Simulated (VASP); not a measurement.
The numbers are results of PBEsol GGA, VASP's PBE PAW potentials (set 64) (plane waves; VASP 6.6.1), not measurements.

VASP input:

### KPOINTS
```
Automatic mesh
0
Gamma
7 7 1
0 0 0
```

### INCAR
```
# general
SYSTEM  = Sb
PREC    = Accurate
ENCUT   = 400
LREAL   = .False.
LASPH   = .True.   # aspherical one-centre terms

# electronic loop
EDIFF   = 1E-6
NELM    = 100   # most electronic steps
ALGO    = Normal   # blocked Davidson
LMAXMIX = 4

# smearing
ISMEAR  = 0
SIGMA   = 0.05   # width (eV)

# functional
GGA     = PS   # PBEsol

# ions
IBRION  = 2   # conjugate gradients
NSW     = 60   # most ionic steps
ISIF    = 4
EDIFFG  = -0.01   # ionic stop

# output
LWAVE   = .False.
LCHARG  = .False.
```

### POSCAR
```
Sb
1
    4.0433900585    -0.0000000177     0.0000000000
   -2.0216945578     3.5016780820     0.0000000000
    0.0000000000     0.0000000000    18.3661400564
Sb
2
Direct
  0.6666670000   0.3333330000   0.5448112751
  0.3333330000   0.6666670000   0.4551887249
```

POTCAR, in this order: Sb (PBE.64 set). Program: vasp_std.

Output of the run:

### OSZICAR
```
       N       E                     dE             d eps       ncg     rms          rms(c)
DAV:   1     0.502693120656E+02    0.50269E+02   -0.25412E+03   144   0.596E+02
DAV:   2    -0.518033161270E+01   -0.55450E+02   -0.53319E+02   242   0.906E+01
DAV:   3    -0.875106442492E+01   -0.35707E+01   -0.35679E+01   211   0.343E+01
DAV:   4    -0.879394891701E+01   -0.42884E-01   -0.42883E-01   187   0.458E+00
DAV:   5    -0.879468102518E+01   -0.73211E-03   -0.73211E-03   198   0.630E-01    0.298E+00
DAV:   6    -0.875107407388E+01    0.43607E-01   -0.21554E-02   175   0.776E-01    0.182E+00
DAV:   7    -0.872359131111E+01    0.27483E-01   -0.51236E-02   175   0.122E+00    0.107E-01
DAV:   8    -0.872358635736E+01    0.49537E-05   -0.23532E-03   193   0.313E-01    0.305E-02
DAV:   9    -0.872354307376E+01    0.43284E-04   -0.14712E-04   219   0.747E-02    0.204E-02
DAV:  10    -0.872351342114E+01    0.29653E-04   -0.34115E-04   182   0.782E-02    0.952E-03
DAV:  11    -0.872362182816E+01   -0.10841E-03   -0.34934E-05   148   0.289E-02    0.621E-03
DAV:  12    -0.872377014195E+01   -0.14831E-03   -0.28650E-05   163   0.292E-02    0.295E-03
DAV:  13    -0.872379864018E+01   -0.28498E-04   -0.36956E-06   191   0.969E-03    0.199E-03
DAV:  14    -0.872380229149E+01   -0.36513E-05   -0.48230E-06   192   0.643E-03    0.104E-03
DAV:  15    -0.872383021284E+01   -0.27921E-04   -0.18833E-06   150   0.400E-03    0.704E-04
DAV:  16    -0.872383626526E+01   -0.60524E-05   -0.20208E-07   178   0.128E-03    0.362E-04
DAV:  17    -0.872384376845E+01   -0.75032E-05   -0.73646E-07   155   0.208E-03    0.617E-05
DAV:  18    -0.872384417919E+01   -0.41074E-06   -0.18917E-08   155   0.389E-04
   1 F= -.87238442E+01 E0= -.87238442E+01  d E =-.872384E+01
       N       E                     dE             d eps       ncg     rms          rms(c)
DAV:   1    -0.872392074062E+01   -0.76972E-04   -0.10918E-03   151   0.185E-01    0.173E-02
DAV:   2    -0.872389107283E+01    0.29668E-04   -0.43805E-05   164   0.427E-02    0.992E-03
DAV:   3    -0.872386761230E+01    0.23461E-04   -0.61545E-05   192   0.404E-02    0.268E-03
DAV:   4    -0.872386584260E+01    0.17697E-05   -0.42227E-06   183   0.131E-02    0.189E-03
DAV:   5    -0.872386558803E+01    0.25457E-06   -0.17787E-07   144   0.293E-03
   2 F= -.87238656E+01 E0= -.87238656E+01  d E =-.214088E-04
```

**OUTCAR**
```
------------------------ aborting loop because EDIFF is reached ----------------------------------------
  FORCE on cell =-STRESS in cart. coord.  units (eV):
  Direction    XX          YY          ZZ          XY          YZ          ZX
  --------------------------------------------------------------------------------------
  Total        0.0260163      0.0260163     -0.0021535      0.0000000      0.0000000      0.0000000
  in kB        0.1602939      0.1602938     -0.0132685      0.0000000      0.0000000      0.0000000
  external PRESSURE =       0.1024397 kB  Pullay stress =       0.0000000 kB
  volume of cell :      260.04
      direct lattice vectors                 reciprocal lattice vectors
     4.045039234 -0.000000017  0.000000000     0.247216391  0.142730434 -0.000000000
    -2.022519145  3.503106309 -0.000000000     0.000000001  0.285460935  0.000000000
     0.000000000 -0.000000000 18.351167247    -0.000000000  0.000000000  0.054492447
 POSITION                                       TOTAL-FORCE (eV/Angst)
 -----------------------------------------------------------------------------------
      2.02252      1.16770      9.99746         0.000000     -0.000000      0.006118
     -0.00000      2.33541      8.35370        -0.000000      0.000000     -0.006118
 -----------------------------------------------------------------------------------
    total drift:                               -0.000000      0.000000      0.000000
  FREE ENERGIE OF THE ION-ELECTRON SYSTEM (eV)
  ---------------------------------------------------
  free  energy   TOTEN  =        -8.7238655880 eV

  energy  without entropy=       -8.7238655880  energy(sigma->0) =       -8.72386559

 reached required accuracy - stopping structural energy minimisation
```
(Selected blocks of OUTCAR.)

### CONTCAR
```
Sb
   1.00000000000000
     4.0450392336219476   -0.0000000173198662    0.0000000000000000
    -2.0225191448332263    3.5031063085437069   -0.0000000000000000
     0.0000000000000001   -0.0000000000000001   18.3511672473446907
  Sb
     2
Direct
     0.6666669999999968    0.3333330000000032    0.5447863022252297
     0.3333330000000032    0.6666669999999968    0.4552136977747703
```

OUTCAR:
```
 val. band max:       -2.1328333473   @ k =   0.0000   0.0000   0.0000

 cond. band min:      -0.9959873756   @ k =   0.2857   0.0000   0.0000


 Fermi energy:        -1.9180397250

 k-point     1 :       0.0000    0.0000    0.0000
  band No.  band energies     occupation
      1     -13.7747      2.00000
      2      -8.6097      2.00000
      3      -2.9390      2.00000
      4      -2.1329      2.00000
      5      -2.1328      2.00000
      6      -0.4920      0.00000
      7       0.6806      0.00000
      8       0.6807      0.00000
      9       2.1893      0.00000

 k-point     2 :       0.1429   -0.0000    0.0000
  band No.  band energies     occupation
      1     -13.5469      2.00000
      2      -8.5904      2.00000
      3      -3.7523      2.00000
      4      -2.8373      2.00000
      5      -2.6002      2.00000
      6      -0.2405      0.00000
      7       1.0636      0.00000
      8       1.0977      0.00000
      9       2.4742      0.00000

 k-point     3 :       0.2857    0.0000    0.0000
  band No.  band energies     occupation
      1     -12.8884      2.00000
      2      -8.8634      2.00000
      3      -5.2275      2.00000
      4      -3.3159      2.00000
      5      -2.8912      2.00000
      6      -0.9960      0.00000
      7       1.1300      0.00000
      8       1.4462      0.00000
      9       2.9649      0.00000

 k-point     4 :       0.4286    0.0000    0.0000
  band No.  band energies     occupation
      1     -11.9714      2.00000
      2      -9.8163      2.00000
      3      -5.3770      2.00000
      4      -3.7419      2.00000
      5      -3.6041      2.00000
      6      -0.7491      0.00000
      7       0.3259      0.00000
      8       1.4311      0.00000
      9       2.9250      0.00000

 k-point     5 :       0.1429    0.1429    0.0000
  band No.  band energies     occupation
      1     -13.1017      2.00000
      2      -8.7065      2.00000
      3      -4.7794      2.00000
...
```

The cell holds a wide vacuum, so values per volume refer to the whole cell. Unless said otherwise, spin-orbit coupling is left out, though it shifts the bands of the heavy elements here.

The cell is a sheet with vacuum, built from a generated structure.
